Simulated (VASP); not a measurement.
# SiC (F-43m) in VASP: a series of runs, part 2 of 2

VASP 6.6.1. Earlier steps stand in the parts before.

## 3. Born charges and dielectric tensor, PBE

The input, INCAR:

```
SYSTEM = SiC
PREC = Accurate
ENCUT = 700
EDIFF = 1E-8
ISMEAR = 0
SIGMA = 0.02
LREAL = .FALSE.
LASPH = .TRUE.
NELM = 100
ALGO = Normal
ISIF = 2
LWAVE = .FALSE.
LCHARG = .FALSE.
GGA = PE
LEPSILON = .TRUE.
IBRION = 8
NSW = 1
```

The input, KPOINTS:

```
regular mesh
0
G
  12 12 12
  0 0 0
```

The input, POSCAR:

```
SiC                                     
1.0
    0.0000000000      2.1890418492      2.1890418492
    2.1890418492      0.0000000000      2.1890418492
    2.1890418492      2.1890418492      0.0000000000
  Si              C             
     1     1
Direct
     0.0000000000000000    0.0000000000000000    0.0000000000000000
     0.2500000000000000    0.2500000000000000    0.2500000000000000
```

Potentials or basis: VASP PAW PBE potentials, release 64 (Si, C).

Launch:

```
$ cat potpaw_PBE.64/Si/POTCAR potpaw_PBE.64/C/POTCAR > POTCAR
$ mpirun -np 1 vasp_std > vasp.out
```

OUTCAR:

```text
SYSTEM = SiC
   PREC = Accurate
   ENCUT = 700
   EDIFF = 1E-8
   ISMEAR = 0
   LREAL = .FALSE.
   LASPH = .TRUE.
   NELM = 100
   ISIF = 2
   GGA = PE
   LEPSILON = .TRUE.
   IBRION = 8
   NSW = 1

 ion  position               nearest neighbor table
   1  0.000  0.000  0.000-   2 1.90   2 1.90   2 1.90   2 1.90
   2  0.250  0.250  0.250-   1 1.90   1 1.90   1 1.90   1 1.90

  LATTYP: Found a face centered cubic cell.
 ALAT       =     4.3780836984

  Lattice vectors:

 A1 = (   0.0000000000,   2.1890418492,   2.1890418492)
 A2 = (   2.1890418492,   0.0000000000,   2.1890418492)
 A3 = (   2.1890418492,   2.1890418492,   0.0000000000)

Analysis of symmetry for initial positions (statically):
=====================================================================
 Subroutine PRICEL returns:
 Original cell was already a primitive cell.

 Routine SETGRP: Setting up the symmetry group for a
 face centered cubic supercell.

 Subroutine GETGRP returns: Found 24 space group operations
 (whereof 24 operations were pure point group operations)
 out of a pool of 48 trial point group operations.

The static configuration has the point symmetry T_d .

Analysis of symmetry for dynamics (positions and initial velocities):
=====================================================================
 Subroutine PRICEL returns:
 Original cell was already a primitive cell.

 Routine SETGRP: Setting up the symmetry group for a
 face centered cubic supercell.
[... 524 lines left out ...]

 PIEZOELECTRIC TENSOR (including local field effects)  for field in x, y, z        (C/m^2)
          XX          YY          ZZ          XY          YZ          ZX
  --------------------------------------------------------------------------------
  x    -0.00000     0.00000    -0.00000     0.00000    -0.98272     0.00000
  y     0.00000     0.00000    -0.00000     0.00000     0.00000    -0.98272
  z    -0.00000     0.00000    -0.00000    -0.98272     0.00000     0.00000

 BORN EFFECTIVE CHARGES (including local field effects) (in |e|, cummulative output)
 ---------------------------------------------------------------------------------
 ion    1
    1     2.68458     0.00000     0.00000
    2    -0.00000     2.68458    -0.00000
    3     0.00000    -0.00000     2.68458
 ion    2
    1    -2.68458     0.00000    -0.00000
    2     0.00000    -2.68458     0.00000
    3    -0.00000     0.00000    -2.68458

 INTERNAL STRAIN TENSOR FOR ION    2 for displacements in x,y,z  (eV/Angst):
          X           Y           Z          XY          YZ          ZX
  --------------------------------------------------------------------------------
  x     0.00000     0.00000     0.00000     0.00000    -7.56764     0.00000
  y     0.00000     0.00000     0.00000     0.00000     0.00000    -7.56764
  z     0.00000     0.00000     0.00000    -7.56764     0.00000     0.00000

 SECOND DERIVATIVES (NOT SYMMETRIZED)
 ------------------------------------
               1X          1Y          1Z          2X          2Y          2Z
  1X   -18.621172    0.000000    0.000000   18.621172    0.000000    0.000000
  1Y     0.000000  -18.621172    0.000000    0.000000   18.621172    0.000000
  1Z     0.000000    0.000000  -18.621172    0.000000    0.000000   18.621172
  2X    18.621962    0.000000    0.000000  -18.621962    0.000000    0.000000
  2Y     0.000000   18.621962    0.000000    0.000000  -18.621962    0.000000
  2Z     0.000000    0.000000   18.621962    0.000000    0.000000  -18.621962

 Eigenvectors and eigenvalues of the dynamical matrix
 ----------------------------------------------------

   1 f  =   23.258645 THz   146.138376 2PiTHz  775.824884 cm-1    96.189983 meV
             X         Y         Z           dx          dy          dz
      0.000000  0.000000  0.000000     0.000000    0.547309   -0.000000
      1.094521  1.094521  1.094521    -0.000000   -0.836931    0.000000
[... 21 lines left out ...]
   6 f/i=    0.000226 THz     0.001419 2PiTHz    0.007534 cm-1     0.000934 meV
             X         Y         Z           dx          dy          dz
      0.000000  0.000000  0.000000     0.001602   -0.315536   -0.775169
      1.094521  1.094521  1.094521     0.001047   -0.206344   -0.506920

--------------------------------------------------------------------------------------------------------

 MACROSCOPIC STATIC DIELECTRIC TENSOR IONIC CONTRIBUTION
 ------------------------------------------------------
           3.338194     0.000000     0.000000
           0.000000     3.338194    -0.000000
           0.000000    -0.000000     3.338194
 ------------------------------------------------------

 ELASTIC MODULI CONTR FROM IONIC RELAXATION (kBar)
 Direction    XX          YY          ZZ          XY          YZ          ZX
 --------------------------------------------------------------------------------
 XX          -0.0000      0.0000     -0.0000      0.0000      0.0000      0.0000
 YY           0.0000     -0.0000      0.0000      0.0000     -0.0000     -0.0000
 ZZ          -0.0000      0.0000     -0.0000      0.0000      0.0000      0.0000
 XY           0.0000      0.0000      0.0000   -213.9949     -0.0000      0.0000
 YZ           0.0000     -0.0000      0.0000     -0.0000   -213.9949     -0.0000
 ZX           0.0000     -0.0000      0.0000      0.0000     -0.0000   -213.9949
 --------------------------------------------------------------------------------

 PIEZOELECTRIC TENSOR IONIC CONTR  for field in x, y, z        (C/m^2)
          XX          YY          ZZ          XY          YZ          ZX
  --------------------------------------------------------------------------------
  x    -0.00000     0.00000    -0.00000     0.00000     0.79530     0.00000
  y    -0.00000     0.00000    -0.00000    -0.00000     0.00000     0.79530
  z    -0.00000    -0.00000    -0.00000     0.79530     0.00000    -0.00000
```

OSZICAR:

```text
N       E                     dE             d eps       ncg     rms          rms(c)
DAV:   1     0.104058979175E+02    0.10406E+02   -0.48366E+03  1168   0.108E+03
DAV:   2    -0.163792646128E+02   -0.26785E+02   -0.25727E+02  1696   0.123E+02
DAV:   3    -0.168792570252E+02   -0.49999E+00   -0.49999E+00  1312   0.210E+01
DAV:   4    -0.168810929561E+02   -0.18359E-02   -0.18359E-02  1776   0.138E+00
[... 12 lines left out ...]
RMM:   7    -0.124826208735E+00    0.58538E-05    0.24426E-09  7680   0.120E-03    0.114E-04
RMM:   8    -0.124827862399E+00   -0.16537E-05   -0.63637E-09  7795   0.263E-04    0.328E-05
RMM:   9    -0.124827793431E+00    0.68968E-07   -0.50092E-09  7987   0.847E-05    0.453E-06
RMM:  10    -0.124827774930E+00    0.18501E-07   -0.16594E-08  8150   0.182E-05    0.328E-06
RMM:  11    -0.124827784068E+00   -0.91379E-08    0.21414E-08  7044   0.153E-05    0.639E-07
 Linear response finished
```

stdout:

```text
POSCAR found type information on POSCAR SiC
 POSCAR found :  2 types and       2 ions
 scaLAPACK will be used
 LDA part: xc-table for (Slater+PW92), standard interpolation
 POSCAR, INCAR and KPOINTS ok, starting setup
 FFT: planning ... GRIDC
 FFT: planning ... GRID_SOFT
 FFT: planning ... GRID
 WAVECAR not read
 entering main loop
[... 23 lines left out ...]
  Direction:   3
 dielectric tensor                  component  3 :     0.932     1.497     7.007
 Linear response DOF=           2
 Linear response progress:
 first order change of Fermi-energy  -0.90932E-03
 force on displaced ion       1 direction 1 : -18.621   0.000   0.000
 Born effective charge ion    1 direction 1 :   2.685   0.000   0.000
 Linear response progress:
 first order change of Fermi-energy  -0.17216E-02
 force on displaced ion       2 direction 1 : -18.622   0.000   0.000
 Born effective charge ion    2 direction 1 :  -2.686   0.000   0.000
 Born effective charges drift removed
 Linear response finished
```

Run time: 10 min. Hardware: 1 thread of Intel Xeon Platinum 8259CL at 2.50GHz (Skylake/Cascade Lake), shared host; peak memory 0.32 GiB.

Results:

| Item | Value |
| --- | --- |
| Band gap on the k mesh | 1.37 eV, indirect (least direct gap 4.53 eV) |
| Electronic dielectric tensor (diagonal) | 7.01 |
| Born charges (mean of the diagonal) | Si +2.68; C -2.68 e |
| Highest phonon frequency at Γ, LO-TO splitting left out | 776 cm⁻¹ |

Phonon frequencies in cm⁻¹ (negative: imaginary):
```
              q point        frequencies
(0.000, 0.000, 0.000)  0 0 0 776 776 776
```

Electronic dielectric tensor:
```
7.01 0.00 0.00
0.00 7.01 0.00
0.00 0.00 7.01
```

Born effective charge tensors (e):
atom 1, Si
```
2.68 0.00 0.00
0.00 2.68 0.00
0.00 0.00 2.68
```
atom 2, C
```
-2.68  0.00  0.00
 0.00 -2.68  0.00
 0.00  0.00 -2.68
```

## 4. Against experiment

Step 2. A measured gap of SiC is 2.4 eV (indirect; quoted in “Insight into the structural, elastic and electronic properties of a new orthorhombic 6O-SiC polytype”, 2020, pmc:7200658); the calculated 1.37 eV misses it by -1.03 eV. The value is that of PBE, without temperature or zero-point motion. Semilocal functionals fall short of measured gaps as a rule.

Step 3. Measured gap of SiC: 2.4 eV (indirect; quoted in “Insight into the structural, elastic and electronic properties of a new orthorhombic 6O-SiC polytype”, 2020, pmc:7200658). This calculation gives 1.37 eV (-1.03 eV). The value is that of PBE on a finite k mesh, which can miss the band edges, without temperature or zero-point motion. Semilocal functionals fall short of measured gaps as a rule. Measured high-frequency dielectric constant of SiC: 6.49 (quoted in “Infrared properties of SiC particles”, 1999, arxiv:astro-ph/9903031). This calculation gives 7.01 (+8.0 %).
